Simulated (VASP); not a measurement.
All values below come from optB88-vdW, VASP's PBE PAW potentials (set 64) (plane waves; VASP).

The input files of a VASP run:

File POSCAR:
```
Ir
1
    0.0000000000     1.9425779555     1.9425779555
    1.9425779555     0.0000000000     1.9425779555
    1.9425779555     1.9425779555     0.0000000000
Ir
1
Direct
  0.0000000000   0.0000000000   0.0000000000
```

### INCAR
```
EDIFF = 1E-7
LUSE_VDW = T
ENCUT = 520   # plane-wave cut-off (eV)
ALGO = Normal   # blocked Davidson
LCHARG = T
LWAVE = F
GGA = BO
PARAM1 = 0.1833333333
AGGAC = 0.0
LMAXMIX = 6   # l cut-off of mixed one-centre charges
ISIF = 2
ISMEAR = -5   # tetrahedra, Bloechl
PREC = Accurate
LASPH = T
SYSTEM = Ir
LORBIT = 11   # lm-projected
PARAM2 = 0.22
NEDOS = 601
NELM = 100
LREAL = F   # projection in real space or not
```

KPOINTS:
```
Regular mesh
0
Gamma
  18 18 18
```

POTCAR, in this order: Ir (PBE.64 set). Program: vasp_std.

Unless said otherwise, spin-orbit coupling is left out, though it shifts the bands of the heavy elements here.

Predict the energy per atom (σ→0), band gap (on the k-mesh).

| Quantity | Value |
|---|---|
| energy per atom (σ→0) | -6.177 eV/atom |
| band gap (on the k-mesh) | none (metal, semimetal or under 0.01 eV) |

OSZICAR:
```
...
DAV:   5    -0.668879393595E+01   -0.27335E-04   -0.27263E-04  4712   0.970E-02    0.133E+01
DAV:   6    -0.625477079716E+01    0.43402E+00   -0.97734E-01  3608   0.136E+01    0.548E+00
DAV:   7    -0.618231472890E+01    0.72456E-01   -0.25994E-01  4064   0.651E+00    0.154E+00
DAV:   8    -0.617661046480E+01    0.57043E-02   -0.30837E-03  3544   0.878E-01    0.769E-02
DAV:   9    -0.617656133804E+01    0.49127E-04   -0.20425E-04  4408   0.213E-01    0.155E-02
DAV:  10    -0.617657144958E+01   -0.10112E-04   -0.58708E-06  3608   0.296E-02    0.117E-03
DAV:  11    -0.617657153108E+01   -0.81505E-07   -0.76858E-08  4376   0.363E-03
   1 F= -.61765715E+01 E0= -.61765715E+01  d E =0.000000E+00
```

The compound is Ir in the fcc structure. It was relaxed first.
